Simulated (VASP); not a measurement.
InAs (relaxed from the CsCl structure, space group Pm-3m): computed properties

Method: r2SCAN meta-GGA, VASP's PBE PAW potentials (set 64) (plane waves; VASP).

| Quantity | Result |
|---|---|
| space group | Pm-3m (221) |
| cell | a = b = c = 3.5455 Å, α = β = γ = 90.00° |
| volume per atom | 22.28 Å³/atom |
| band gap (over mesh and band path) | none (metal, semimetal or under 0.01 eV) |
| density | 7.07 g/cm³ |

```yaml
crystal:
  lattice:
    - [3.54551, 0.00000, 0.00000]
    - [0.00000, 3.54551, 0.00000]
    - [0.00000, 0.00000, 3.54551]
  atoms:
    - { symbol: In, position: [0.00000, 0.00000, 0.00000] }
    - { symbol: As, position: [0.50000, 0.50000, 0.50000] }
```

Unless said otherwise, spin-orbit coupling is left out, though it shifts the bands of the heavy elements here.

The structure was generated: InAs was put into the CsCl type (Pm-3m), which need not be its known phase. It was relaxed first, which changed the volume by +24 %. Symmetry was kept, so distortions that lower it aren't found.
